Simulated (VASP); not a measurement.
Consider the following.

```
CELL_PARAMETERS angstrom
      3.19362     0.00000     0.00000
     -1.59681     2.76575     0.00000
      0.00000     0.00000     6.39686
ATOMIC_POSITIONS crystal
  Mo 0.00000 0.00000 0.00000
  Mo 0.00000 0.00000 0.50000
  P  0.33333 0.66667 0.25000
  P  0.66667 0.33333 0.75000
```

These are PBEsol GGA, VASP's PBE PAW potentials (set 64) (plane waves; VASP) values and carry that method's errors. Settings: 400 eV cut-off, 12×12×6 Γ-centred mesh, tetrahedra with Blöchl corrections, potentials Mo_sv P.

The cores are frozen, which limits the accuracy of field gradients.

Task: Give the principal components of the electric field gradient (V/Å²) and the asymmetry η at each nucleus.

Result: 
```tsv
atom	Vxx	Vyy	Vzz	η
Mo1	8.5	8.5	-17.0	0.00
Mo2	8.5	8.5	-17.0	0.00
P3	10.1	10.1	-20.2	0.00
P4	10.1	10.1	-20.2	0.00
```

The structure was generated: MoP was put into the NiAs type type (P6_3/mmc), which need not be its known phase. It was relaxed first, which changed the volume by -35 %.
